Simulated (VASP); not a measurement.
Computed with r2SCAN meta-GGA, VASP's PBE PAW potentials (set 64) (plane waves; VASP).

Input for VASP

INCAR:
```
# general
SYSTEM  = WC
PREC    = Accurate
ENCUT   = 520
LREAL   = .FALSE.
LASPH   = .TRUE.

# electronic loop
EDIFF   = 1E-6
NELM    = 100
ALGO    = Normal
LMAXMIX = 6
LMIXTAU = .TRUE.

# smearing
ISMEAR  = 1
SIGMA   = 0.1

# functional
METAGGA = R2SCAN

# ions
IBRION  = 2
NSW     = 60
ISIF    = 3
EDIFFG  = -0.01

# output
LWAVE   = .FALSE.
LCHARG  = .FALSE.
```

POSCAR:
```
WC
1
    0.0000000000     2.3419337267     2.3419337267
    2.3419337267     0.0000000000     2.3419337267
    2.3419337267     2.3419337267    -0.0000000000
W C
1 1
Direct
  0.0000000000   0.0000000000   0.0000000000
  0.2500000000   0.2500000000   0.2500000000
```

KPOINTS:
```
K-points
0
gamma
12 12 12
0 0 0
```

POTCAR, in this order: W_sv C (PBE.64 set). Program: vasp_std.

Output of the run:

File OSZICAR:
```
       N       E                     dE             d eps       ncg     rms          rms(c)
DAV:   1     0.776959350258E+02    0.77696E+02   -0.10025E+04  1872   0.154E+03
DAV:   2    -0.633356956333E+02   -0.14103E+03   -0.13694E+03  2177   0.388E+02
DAV:   3    -0.680503290925E+02   -0.47146E+01   -0.46543E+01  2197   0.665E+01
DAV:   4    -0.681027690270E+02   -0.52440E-01   -0.52346E-01  2102   0.761E+00
DAV:   5    -0.681033388279E+02   -0.56980E-03   -0.56971E-03  2242   0.806E-01    0.326E+01
DAV:   6    -0.597074074164E+02    0.83959E+01   -0.12951E+01  2167   0.391E+01    0.550E+00
DAV:   7    -0.602050939669E+02   -0.49769E+00   -0.72715E-01  2002   0.779E+00    0.447E+00
DAV:   8    -0.601490310992E+02    0.56063E-01   -0.22718E-01  2112   0.424E+00    0.160E+00
DAV:   9    -0.602387314363E+02   -0.89700E-01   -0.18728E-01  2007   0.339E+00    0.500E-01
DAV:  10    -0.602664119528E+02   -0.27681E-01   -0.17107E-02  1962   0.115E+00    0.222E-01
DAV:  11    -0.602631676297E+02    0.32443E-02   -0.10518E-03  2042   0.341E-01    0.231E-01
DAV:  12    -0.602677850179E+02   -0.46174E-02   -0.24436E-03  2067   0.443E-01    0.954E-02
DAV:  13    -0.602681416836E+02   -0.35667E-03   -0.37022E-04  2042   0.184E-01    0.472E-02
DAV:  14    -0.602681243440E+02    0.17340E-04   -0.14196E-05  2047   0.395E-02    0.240E-02
DAV:  15    -0.602681379720E+02   -0.13628E-04   -0.15380E-05  2057   0.351E-02    0.315E-03
DAV:  16    -0.602681362853E+02    0.16867E-05   -0.12084E-06  1304   0.141E-02    0.126E-03
DAV:  17    -0.602681378558E+02   -0.15705E-05   -0.31082E-07  1001   0.600E-03    0.134E-03
DAV:  18    -0.602681377989E+02    0.56844E-07   -0.10495E-07   966   0.381E-03
   1 F= -.60268138E+02 E0= -.60268280E+02  d E =-.602681E+02
       N       E                     dE             d eps       ncg     rms          rms(c)
DAV:   1    -0.602688078116E+02   -0.66996E-03   -0.16883E-02  1977   0.191E+00    0.339E-01
DAV:   2    -0.602681604416E+02    0.64737E-03   -0.16427E-03  1922   0.479E-01    0.653E-02
DAV:   3    -0.602681024356E+02    0.58006E-04   -0.15113E-04  2077   0.135E-01    0.304E-02
DAV:   4    -0.602680889590E+02    0.13477E-04   -0.42893E-05  2062   0.597E-02    0.219E-02
DAV:   5    -0.602680784322E+02    0.10527E-04   -0.20303E-05  1897   0.471E-02    0.990E-03
DAV:   6    -0.602680943975E+02   -0.15965E-04   -0.76188E-06  1887   0.286E-02    0.221E-03
DAV:   7    -0.602680942214E+02    0.17609E-06   -0.32076E-07   976   0.592E-03
   2 F= -.60268094E+02 E0= -.60268240E+02  d E =0.435776E-04
       N       E                     dE             d eps       ncg     rms          rms(c)
DAV:   1    -0.602684797798E+02   -0.38538E-03   -0.79651E-03  1977   0.131E+00    0.234E-01
DAV:   2    -0.602681711799E+02    0.30860E-03   -0.77342E-04  1922   0.330E-01    0.449E-02
DAV:   3    -0.602681465199E+02    0.24660E-04   -0.71700E-05  2062   0.931E-02    0.211E-02
DAV:   4    -0.602681414349E+02    0.50850E-05   -0.20139E-05  2067   0.414E-02    0.154E-02
DAV:   5    -0.602681398995E+02    0.15354E-05   -0.95113E-06  1887   0.326E-02    0.670E-03
DAV:   6    -0.602681471701E+02   -0.72706E-05   -0.35026E-06  1897   0.196E-02    0.150E-03
DAV:   7    -0.602681472964E+02   -0.12635E-06   -0.15057E-07   951   0.408E-03
   3 F= -.60268147E+02 E0= -.60268291E+02  d E =-.949748E-05
```

File OUTCAR:
```
------------------------ aborting loop because EDIFF is reached ----------------------------------------
  FORCE on cell =-STRESS in cart. coord.  units (eV):
  Direction    XX          YY          ZZ          XY          YZ          ZX
  --------------------------------------------------------------------------------------
  Total       -0.0004394     -0.0004394     -0.0004394      0.0000000     -0.0000000     -0.0000000
  in kB       -0.0273832     -0.0273832     -0.0273832      0.0000000     -0.0000000     -0.0000000
  external PRESSURE =      -0.0273832 kB  Pullay stress =       0.0000000 kB
  volume of cell :       25.71
      direct lattice vectors                 reciprocal lattice vectors
     0.000000000  2.342468959  2.342468959    -0.213450000  0.213450000  0.213450000
     2.342468959 -0.000000000  2.342468959     0.213450000 -0.213450000  0.213450000
     2.342468959  2.342468959 -0.000000000     0.213450000  0.213450000 -0.213450000
 POSITION                                       TOTAL-FORCE (eV/Angst)
 -----------------------------------------------------------------------------------
      0.00000      0.00000      0.00000        -0.000000     -0.000000     -0.000000
      1.17123      1.17123      1.17123         0.000000      0.000000      0.000000
 -----------------------------------------------------------------------------------
    total drift:                                0.000000      0.000000      0.000000
  FREE ENERGIE OF THE ION-ELECTRON SYSTEM (eV)
  ---------------------------------------------------
  free  energy   TOTEN  =       -60.2681472964 eV

  energy  without entropy=      -60.2685771651  energy(sigma->0) =      -60.26829059

 reached required accuracy - stopping structural energy minimisation
```
(Selected blocks of OUTCAR.)

**CONTCAR**
```
WC
   1.00000000000000
     0.0000000000000000    2.3424689591766765    2.3424689591766765
     2.3424689591766765   -0.0000000000000000    2.3424689591766765
     2.3424689591766765    2.3424689591766765   -0.0000000000000000
  W               C
     1     1
Direct
     0.0000000000000000    0.0000000000000000    0.0000000000000000
     0.2500000000000000    0.2500000000000000    0.2500000000000000
```

The structure was generated: WC was put into the zinc blende type (F-43m), which need not be its known phase. This run relaxes it. Symmetry was kept, so distortions that lower it aren't found. The start is the result of an earlier pass.
